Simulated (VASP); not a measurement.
Input of a VASP 6.6.1 run:

Contents of INCAR:

```
  PREC = Accurate
  ENCUT = 520
  EDIFF = 1E-6
  ISMEAR = 0
  SIGMA = 0.1
  LREAL = F
  LASPH = T
  NELM = 120
  ALGO = Normal
  ISIF = 3
  LWAVE = F
  LCHARG = F
  GGA = PE
  IBRION = 2
  NSW = 90
  EDIFFG = -0.01
  KPAR = 4
```

Contents of KPOINTS:

```
regular mesh
0
Gamma
  12 12 6
```

POSCAR

```
Si2B3
1.0
    2.6022490300     -1.5120000000      0.0000000000
    2.6022490300      1.5120000000      0.0000000000
   -0.1820056400      0.0000000000      6.0710630800
Si B
2 3
Direct
    0.0089003200      0.0089003200      0.6767068700
    0.9944100700      0.9944100700      0.2745920500
    0.3309140800      0.3309140800      0.9803763900
    0.6638774500      0.6638774500      0.9777373900
    0.6711454000      0.6711454000      0.4657208100
```

Potentials or basis: VASP PAW PBE potentials, release 64 (Si, B).

Command:

```sh
$ cat potpaw_PBE.64/Si/POTCAR potpaw_PBE.64/B/POTCAR > POTCAR
$ mpirun -np 4 vasp_std > vasp.out
```

(1) Predict the band gap on the k mesh.

(2) What does it give for the relaxed volume?

Results:

(1) none (metal or under the smearing width).

(2) 9.80 Å³/atom.
